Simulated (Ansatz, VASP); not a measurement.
# Hf2S2N (Hf2NS2 MXene monolayer) in two plane-wave programs

Wanted: the spread between two codes on one cell, functional and k mesh. Of the first pair: The structure shown is the start of the Ansatz relaxation below; VASP solves that cell, so the two are compared at the walk's first step.

Calculated with Ansatz 0.2.0; plane waves, with VASP 6.6.1 beside it; single point at PBE with D3(BJ).

## Step 1: The structure

The cell holds 5 atoms: 2 S, 2 Hf and 1 N. Its edges and angles: a = 3.217 Å, b = 3.218 Å, c = 43.448 Å, α = 90.0°, β = 90.0°, γ = 120.0°. Vacuum lies along c.

## Step 2: Ansatz: relaxation, PBE with D3(BJ)

Ansatz runs on its PAW soft_1 files.

The two programs are compared at the cell with which this relaxation starts, whose forces are those of its first step.

input.yaml reads:

```yaml
crystal:
  lattice:
    - [3.2175, 0.0, 0.0]
    - [-1.60875, 2.7864367367, 0.0]
    - [0.0, 0.0, 43.4484494511]
  atoms:
    - { symbol: S, position: [0.3333333333, 0.6666666667, 0.4280935277] }
    - { symbol: Hf, position: [0.6666666667, 0.3333333333, 0.4707805504], spin: 1.0 }
    - { symbol: "N", position: [0.0, 0.0, 0.5] }
    - { symbol: Hf, position: [0.3333333333, 0.6666666667, 0.5292194496], spin: 1.0 }
    - { symbol: S, position: [0.6666666667, 0.3333333333, 0.5719064723] }
  periodic: [true, true, false]
magnetization:
  spin_polarized: true
kpoints:
  mp_grid: { grid: [12, 12, 1] }
hamiltonian:
  xc: pbe
  dispersion: d3bj
  pseudopotentials: { kind: paw, azcp: { folder: soft_1 } }
scf:
  occupations: { method: fermi_dirac, width: 0.05 }
  convergence: { dr2_threshold: 1.0e-09 }
relax:
  f_tol: 0.004
  max_steps: 90
  cell: {}
output:
  write_potential: true
  write_density: true
  volumetric_format: npy
```

Started as:

```console
$ ansatz run input.yaml --threads 2 --pin off --max-ram 3072MiB --backend cpu --events-out ev --progress --plain --runs-dir out
```

Numbers of over 12 decimals in the logs are rounded to 6 here.

Output:

```text
Warning: relax.cell: scf.convergence.dr2_threshold = 1e-9 eV is looser than the 1.8938525231e-10 eV advised for a relaxation that steers and ends on the stress (1e-10 eV for each atom of the cell: 5, times the square of relax.cell.stress_2d_tol = 0.05 N/m over 16.2 Å (the atoms' height at the walk's start and 5 Å past either face), 3.077e-2 GPa, over a crystal's default 0.05). What an SCF threshold leaves in a stress goes as its square root, and in the free energy as the threshold itself, and one threshold admits the most on a small cell: [figures from the program's tests cut] Set scf.convergence.dr2_threshold to 1.8938525231e-10 eV or tighter. [rest of the remark cut]
Engine: ansatz 0.2.0, aarch64-unknown-linux-gnu
Pseudopotentials: kind: paw
Pseudopotential: S, paw, valence charge 6, recommended cutoff 420 eV (normal), soft_1/S.paw.azcp
Pseudopotential: Hf, paw, valence charge 26, recommended cutoff 420 eV (normal), soft_1/Hf.paw.azcp
Pseudopotential: N, paw, valence charge 5, recommended cutoff 420 eV (normal), soft_1/N.paw.azcp
Functional definition: PBE
  parameter kappa = 0.804
  parameter beta = 0.066725
  exchange = pbe_x(kappa = kappa, mu = beta*pi^2/3)
  correlation = pbe_c(beta = beta)
Crystal: 5 atoms, lattice volume = 389.531 Å³
Basis set: ecut = 420 eV, 7717 PW (Γ), exchange–correlation on 48×48×600 points (8 copies of the dense FFT grid, shifted against one another)
Bands: 43, of which v1, the nominal top of the filled ones, is band 35 counted from 1 (34 counted from 0)
Symmetry: 12 space group operations
Space group: P-3m1 (ITA 164), of the structure as read, at distance tolerance 7.3e-5 Å
Magnetic group: BNS 164.85 (UNI 1315), of the structure as read, at distance tolerance 7.3e-5 Å
k-points: 19 of 144
Non-local potential: S, projectors of the file, l = 0: 2, l = 1: 2, l = 2: 1
Non-local potential: Hf, projectors of the file, l = 0: 3, l = 1: 2, l = 2: 2, l = 3: 3
Non-local potential: N, projectors of the file, l = 0: 2, l = 1: 2, l = 2: 1
PAW form: soft (Blöchl's): semilocal exchange-correlation on the pseudo side does not see the compensation charge
PAW one-centre angular grid: S, 110 points (default); XC on 64 Gauss nodes
PAW one-centre angular grid: Hf, 590 points (default); XC on 64 Gauss nodes
PAW one-centre angular grid: N, 110 points (default); XC on 64 Gauss nodes
Initial density: superposition of atomic densities (neutral atoms: chi_scale 0, normalization atom)
Starting moments: Σ|m| = 2 μB on 2 of 5 sites
Initial wavefunctions: pseudopotential atomic-orbital guess
Functional: x = pbe(κ = 0.804, μ = 0.219515), c = pbe(β = 0.066725)
SCF iter   1: F=—  HF=-33642.828064 eV  |F-HF|=—  |Δ(HF+E_count)|=         —  Δρ=2.25e-2 (↑2.25e-2 ↓2.11e-2)  dr2=9.22e0  dr2_m=1.47e-1  M=0.451 μB ∫|m|=0.695 μB  β_m=0.30  ethr=3.10e-3  ⟨swp⟩=15.6  Hψ=11471  notcnv=0  defer=3
Mixer restart at iter 1: flushing history
preconditioner: auto → LDOS  [metal: Δε(μ)=0.012 eV  Ē_g=16.462 eV  σ=0.050 eV  W_gap=0.06  n_scr=28 (ndim 8)  ℏωp=15.2 eV  f_vac=0.773  D(μ)=1.80/eV (n_scr^D=12)]
spin=Collinear: LDOS preconditioning applied to the charge; magnetization (m = ρ↑ − ρ↓) channel mixes plain (no charge-response kernel on spin).
SCF iter   2: F=—  HF=-33640.856919 eV  |F-HF|=—  |Δ(HF+E_count)|=    1.97e0  Δρ=1.13e-2 (↑1.13e-2 ↓9.29e-3)  dr2=1.97e0  dr2_m=8.24e-2  M=0.358 μB ∫|m|=0.598 μB  β_m=0.41  ethr=3.10e-3  ⟨swp⟩=3.9  Hψ=4074  notcnv=0  defer=99
SCF iter   3: F=—  HF=-33640.544263 eV  |F-HF|=—  |Δ(HF+E_count)|=   3.13e-1  Δρ=5.26e-3 (↑5.26e-3 ↓3.85e-3)  dr2=3.26e-1  dr2_m=2.43e-2  M=0.240 μB ∫|m|=0.420 μB  β_m=0.61  ethr=2.86e-3  ⟨swp⟩=3.1  Hψ=3158  notcnv=0  defer=102
SCF iter   4: F=—  HF=-33640.633162 eV  |F-HF|=—  |Δ(HF+E_count)|=   8.89e-2  Δρ=1.78e-3 (↑1.78e-3 ↓1.73e-3)  dr2=2.83e-2  dr2_m=2.57e-3  M=0.104 μB ∫|m|=0.188 μB  β_m=0.57  ethr=4.72e-4  ⟨swp⟩=3.6  Hψ=3537  notcnv=0  defer=102
SCF iter   5: F=—  HF=-33640.636818 eV  |F-HF|=—  |Δ(HF+E_count)|=         —  Δρ=9.54e-4 (↑9.54e-4 ↓9.12e-4)  dr2=2.36e-3  dr2_m=2.37e-3  M=0.043 μB ∫|m|=0.105 μB  β_m=0.57  ethr=4.11e-5  ⟨swp⟩=3.8  Hψ=4492  notcnv=0  defer=102
SCF iter   6: F=—  HF=-33640.638902 eV  |F-HF|=—  |Δ(HF+E_count)|=   2.08e-3  Δρ=5.44e-4 (↑5.44e-4 ↓5.02e-4)  dr2=4.24e-4  dr2_m=8.47e-4  M=0.026 μB ∫|m|=0.067 μB  β_m=0.75  ethr=3.42e-6  ⟨swp⟩=3.3  Hψ=3720  notcnv=0  defer=102
[...]
SCF iter   3: F=—  HF=-33641.644799 eV  |F-HF|=—  |Δ(HF+E_count)|=   4.34e-5  Δρ=5.72e-6 (↑5.72e-6 ↓5.72e-6)  dr2=2.75e-8  dr2_m=2.06e-11  M=-0.000 μB ∫|m|=0.000 μB  β_m=0.72  ethr=2.20e-10  ⟨swp⟩=2.9  Hψ=2099  notcnv=0
SCF iter   4: F=—  HF=-33641.645032 eV  |F-HF|=—  |Δ(HF+E_count)|=   2.34e-4  Δρ=6.10e-7 (↑6.05e-7 ↓6.10e-7)  dr2=1.35e-8  dr2_m=2.65e-12  M=-0.000 μB ∫|m|=0.000 μB  β_m=0.73  ethr=3.99e-11  ⟨swp⟩=4.7  Hψ=4229  notcnv=0
SCF iter   5: F=—  HF=-33641.645034 eV  |F-HF|=—  |Δ(HF+E_count)|=   1.83e-6  Δρ=2.96e-7 (↑2.89e-7 ↓2.96e-7)  dr2=2.86e-9  dr2_m=9.51e-13  M=-0.000 μB ∫|m|=0.000 μB  β_m=0.78  ethr=1.96e-11  ⟨swp⟩=3.1  Hψ=2897  notcnv=0
SCF iter   6: F=-33641.645035 eV  HF=-33641.645035 eV  |F-HF|=4.58e-8  |Δ(HF+E_count)|=   3.09e-7  Δρ=7.98e-8 (↑7.54e-8 ↓7.98e-8)  dr2=1.69e-10  dr2_m=4.00e-13  M=-0.000 μB ∫|m|=0.000 μB  ethr=1.45e-12  ⟨swp⟩=15.1  Hψ=16620  notcnv=0
the starting moments were not kept: the SCF closed with an absolute magnetisation of 1.9e-6 μB, where they sum to 2 μB in size (2 sites). That is at most 0.1 of that sum. Measured as dr2_m measures the in/out step, that magnetisation stands 2.9e-13 eV from none, at or under the dr2_threshold of 1.0e-9 eV: it is no larger than a step whose dr2_m would equal this threshold.
SCF 10 converged in 6 iterations: F = -33641.645035 eV  dr2 = 1.69e-10
relax step  10: F+E_penalty+E_count = -33641.64503462 eV  Δ(F+E_penalty+E_count) = -7.534e-5 eV  max|allowed force component| = 1.164e-4 eV/Å  Δτ_max = 0.0000 Å  P = +0.013 N/m  Ω = 430.639 Å³  fix = [c, alpha, beta]  reactions: c +0.000 N/m  stress off target by 1.27e-2 N/m on what of the cell is left free  SCF on the basis re-selected at this cell (its energy is not comparable with the rows above)  (6 SCF iters)
basis re-selected at this cell: Δ(F+E_penalty+E_count) = -7.534e-5 eV, ΔP = +0.000 N/m vs the last step (what re-selecting the basis moved, of the pressure what is left beyond the Pulay correction that the steps carried, after the strain that the cell walked since its last selection, with what the two solves' SCF thresholds leave and, on support functions, any second-order correction that the steps lacked; it is no m [...]
WARN: The input density's exchange-correlation potential varies sharply where the density is thin. Do not read a vacuum level from v_tot or v_xc, or from such a field of the output density. On a cell that repeats whose density bears no net charge and no dipole along the vacuum's axis use v_es (v_loc + v_h of the components); under efield.dipole_correction with no amplitude use v_es + v_field, which holds any external [...]
SCF converged after 6 iterations
Magnetization: -0.0000 μB (34.5000 up, 34.5000 down)
Absolute magnetization: 0.0000 μB (∫|ρ↑−ρ↓|, with the PAW one-centre terms)
Spin contamination: 0.0000 ħ² per cell (⟨S²⟩ above its minimum at these occupations)
Per-site moments (μB) at R_I (Å): [(1.3432576948803912e-8, 1.031159), (-2.3578900140367486e-7, 0.962163), (2.9748654144264507e-7, 0.962163), (-2.3578900122433207e-7, 0.962163), (1.3432576819819958e-8, 1.031159)]
Free energy (F): -33641.645035 eV
Harris-Foulkes:  -33641.645035 eV  (|F-HF|=4.58e-8)
Internal energy: -33641.630480 eV  (E = F + TS)
E sigma→0 (E₀):  -33641.637757 eV
Entropy (-TS):   -0.014555 eV (-2.911 meV/atom)
Fermi energy:    -5.541909 eV
--- Per-component energies (eV) ---
  E_band       = -1499.082752
  E_kinetic    = 1155.087866
  E_local      = -401765.326281  (includes V_loc(G=0)·N_el)
  E_nonlocal   = 225.712681
  E_hartree    = 199898.694166
  E_xc         = -771.512889
  E_vxc        = -752.112313  (∫ρ·V_xc dr)
  E_paw        = -16740.903488  (= ΣΔE_a)
  E_vpaw       = -159.838674  (= ΣTr[D̂ρ^β])
  E_aug_tail   = 0.000970  (compensation charges beyond the density's cutoff)
  E_ewald      = 184358.050203
  E_disp       = -1.433707  (pairwise vdW)
  E_smearing   = -0.014555  (= −TS)
  E_closure    = -0.000000  (closes the sum)
  Σ components = -33641.645035   (vs F -33641.645035, Δ=0.00e0)
--- Forces (eV/Å), atoms counted from 1 ---
  atom   1  S      0.00000000    -0.00000000     0.00007053
  atom   2  Hf    -0.00000000    -0.00000000     0.00011644
  atom   3  N     -0.00000000    -0.00000000     0.00000000
  atom   4  Hf     0.00000000     0.00000000    -0.00011644
  atom   5  S      0.00000000     0.00000000    -0.00007053
  max |Σ_I F_I| component: 2.89e-18 eV/Å
--- 2D stress c σ (N/m, compression-positive) ---
        0.012698       0.000000       0.000000
        0.000000       0.012698       0.000000
        0.000000       0.000000       0.000000
  P = ½ c Tr σ = 0.0127 N/m
--- Band table (eV; the first three rows and the last of 38) ---
  k-point 0 ↑: bands = [... 31 lower, -7.4134, -6.3027, -6.3027, -4.8896, -4.8896, -4.6030, -3.5319, -2.8567, ... 4 higher]
  k-point 1 ↑: bands = [... 31 lower, -7.0924, -6.9491, -6.5720, -5.0399, -4.5811, -4.3823, -3.2895, -2.9831, ... 4 higher]
  k-point 2 ↑: bands = [... 31 lower, -7.4723, -7.1777, -6.9508, -5.5731, -4.0588, -3.9576, -3.1963, -2.6385, ... 4 higher]
  k-point 18 ↓: bands = [... 31 lower, -8.9118, -8.4771, -8.4771, -4.0240, -4.0240, -3.4201, -1.6499, -1.6499, ... 4 higher]
  the weakly bound empty levels are not read free of the cell's end (no_gap_told)
--- Relaxed structure (8 steps of the walk, 8 accepted, 2 SCFs on fresh bases) ---
  F+E_penalty+E_count = -33641.64503462 eV   max|allowed force component| = 1.164e-4 eV/Å   (the final SCF, on the basis selected at the relaxed cell)
  cell:  # Å, volume = 430.6389 Å³
    - [3.383017, 0.0, 0.0]
    - [-1.691508, 2.929779, 0.0]
    - [0.0, 0.0, 43.4484494511]
  atoms:
    - { symbol: S, position: [0.333333, 0.666667, 0.434747] }
    - { symbol: Hf, position: [0.666667, 0.333333, 0.470654] }
    - { symbol: N, position: [0, 0, 0.500000] }
    - { symbol: Hf, position: [0.333333, 0.666667, 0.529346] }
    - { symbol: S, position: [0.666667, 0.333333, 0.565253] }
```

(Continued in part 2 of 2.)

[Lines on the potential files, build, host, timing and source positions are cut from VASP's logs without a mark.]

[Logs are printed without paths, hosts, clocks, repeated set-up lines and the standing remarks that a program may print on its own settings, such as how far it seeks lower states.]

[Hosts, paths, dates, database ids (printed as entryN), source tags and the programs' standing remarks are cut or masked in the printed files.]
